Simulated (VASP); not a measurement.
These are PBE GGA, VASP's PBE PAW potentials (set 64) (plane waves; VASP) values and carry that method's errors.

The input files of a VASP run:

### INCAR
```
! general
SYSTEM =NaCl
PREC   =Normal
ENCUT  =500   ! plane-wave cut-off (eV)
LREAL  =F   ! projection in real space or not
LASPH  =T   ! aspherical one-centre terms
NBANDS =1158

! electronic loop
EDIFF  =1E-8
NELM   =1
ALGO   =Exact

! smearing
ISMEAR =0   ! Gaussian
SIGMA  =0.01   ! width (eV)

! functional
GGA    =PE   ! PBE

! output
LWAVE  =T
LCHARG =F

! other
LOPTICS=T
```

File POSCAR:
```
NaCl
1
    0.0000000000     2.8200000000     2.8200000000
    2.8200000000     0.0000000000     2.8200000000
    2.8200000000     2.8200000000     0.0000000000
Na Cl
1 1
Direct
  0.0000000000   0.0000000000   0.0000000000
  0.5000000000   0.5000000000   0.5000000000
```

### KPOINTS
```
K-points
0
gamma
 4 4 4
```

POTCAR, in this order: Na_sv_GW Cl_GW (PBE.64 set). Program: vasp_std. Read from the step before: WAVECAR.

The resulting files:

### OUTCAR
```
 ion  position               nearest neighbor table
   1  0.000  0.000  0.000-
   2  0.500  0.500  0.500-
  LATTYP: Found a face centered cubic cell.
 ALAT       =     5.6400000000
 Subroutine PRICEL returns:
 Original cell was already a primitive cell.
 Subroutine GETGRP returns: Found 48 space group operations
The static configuration has the point symmetry O_h .
The dynamic configuration has the point symmetry O_h .
 Subroutine INISYM returns: Found 48 space group operations
 Subroutine IBZKPT returns following result:
 Found      8 irreducible k-points:

 Following reciprocal coordinates:
            Coordinates               Weight
  0.000000  0.000000  0.000000      1.000000
  0.250000  0.000000  0.000000      8.000000
  0.500000  0.000000  0.000000      4.000000
  0.250000  0.250000  0.000000      6.000000
  0.500000  0.250000  0.000000     24.000000
 -0.250000  0.250000  0.000000     12.000000
  0.500000  0.500000  0.000000      3.000000
 -0.250000  0.500000  0.250000      6.000000
   k-points           NKPTS =      8   k-points in BZ     NKDIM =      8   number of bands    NBANDS=   1158
...
```

### OSZICAR
```
       N       E                     dE             d eps       ncg     rms          rms(c)
DIA:   1    -0.885530036521E+01   -0.88553E+01    0.00000E+00     0   0.000E+00
   1 F= -.88553004E+01 E0= -.88553004E+01  d E =0.000000E+00
 imaginary and real dielectric function
```

### OUTCAR
```


 plasma frequency squared (from intraband transitions) (eV^2)
  --------------------------------------------------------------------------------------
       0.000       0.000       0.000
       0.000       0.000       0.000
       0.000       0.000       0.000

 plasma frequency squared (from interband transitions, int dw w eps(2)(w)) (eV^2)
  --------------------------------------------------------------------------------------
     465.311       0.000      -0.000      -0.000       0.000      -0.000
      -0.000       0.000     465.311       0.000      -0.000       0.000
       0.000       0.000      -0.000      -0.000     465.311       0.000
```
(Selected blocks of OUTCAR.)

### OUTCAR
```
 val. band max:       -0.9329223881   @ k =   0.0000   0.0000   0.0000

 cond. band min:       4.1803257072   @ k =   0.0000   0.0000   0.0000



 k-point     1 :       0.0000    0.0000    0.0000
  band No.  band energies     occupation
      1     -49.8167      2.00000
      2     -21.7524      2.00000
      3     -21.7524      2.00000
      4     -21.7524      2.00000
      5     -13.5909      2.00000
      6      -0.9329      2.00000
      7      -0.9329      2.00000
      8      -0.9329      2.00000
      9       4.1803      0.00000
     10      10.1026      0.00000
     11      10.1026      0.00000
     12      10.1026      0.00000
     13      12.1726      0.00000
     14      12.1726      0.00000
     15      13.9685      0.00000
     16      16.1947      0.00000
     17      16.1947      0.00000
     18      16.1947      0.00000
     19      22.9426      0.00000
     20      24.5268      0.00000
     21      24.5268      0.00000
     22      24.5268      0.00000
     23      26.4849      0.00000
     24      26.4849      0.00000
     25      26.4849      0.00000
     26      28.2993      0.00000
     27      28.2993      0.00000
     28      33.3715      0.00000
     29      33.3715      0.00000
     30      33.3715      0.00000
     31      35.2765      0.00000
     32      35.2765      0.00000
     33      36.3432      0.00000
     34      38.6559      0.00000
     35      38.6559      0.00000
     36      38.6559      0.00000
     37      43.9665      0.00000
     38      43.9665      0.00000
     39      43.9665      0.00000
     40      46.0431      0.00000
     41      46.0431      0.00000
     42      46.0431      0.00000
     43      47.1269      0.00000
     44      47.1269      0.00000
     45      47.1269      0.00000
     46      47.1950      0.00000
     47      48.3949      0.00000
     48      48.3949      0.00000
     49      48.3949      0.00000
     50      48.7997      0.00000
     51      48.7997      0.00000
     52      48.7997      0.00000
...
```

The density is held fixed in this step, so its total energy and stress have no physical meaning.

The compound is NaCl in the rock salt structure. The cell was not relaxed at this level. The k-mesh is coarse (spacing up to 0.48 per Å, 2π included), so the numbers may not be converged in it.
